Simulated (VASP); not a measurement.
CsPbCl$_{3}$ (cubic perovskite) relaxed at rising pressure, in one space group throughout; other phases were not tried. The pressures are those reached. Calculation: PBEsol GGA, VASP's PBE PAW potentials (set 64) (plane waves; VASP).

```json
[
 {"P (GPa)": "0.02", "V (Å³/atom)": "35.510", "k-mesh": "4×4×4"},
 {"P (GPa)": "5.00", "V (Å³/atom)": "30.859", "k-mesh": "4×4×4"},
 {"P (GPa)": "9.96", "V (Å³/atom)": "28.260", "k-mesh": "4×4×4"},
 {"P (GPa)": "20.00", "V (Å³/atom)": "24.913", "k-mesh": "6×6×6"},
 {"P (GPa)": "29.94", "V (Å³/atom)": "22.911", "k-mesh": "6×6×6"}
]
```

A change of mesh leaves a small step in the series.

Q: Fit an equation of state and predict the volume at 45.00 GPa.

A: Least squares on the third-order Birch-Murnaghan form, P = (3B0/2)(y⁷ − y⁵)[1 + (3/4)(B′ − 4)(y² − 1)] with y = (V0/V)^(1/3), gives V0 = 35.565 Å³/atom, B0 = 26 GPa and B′ = 4.3, and so 20.822 Å³/atom. The run gave 20.778 Å³/atom, -0.2 % from the fit.

Pressures at which the relaxation failed are left out.

The compound is CsPbCl3 in the cubic perovskite structure, the ideal cubic form; the compound distorts at low or room temperature.
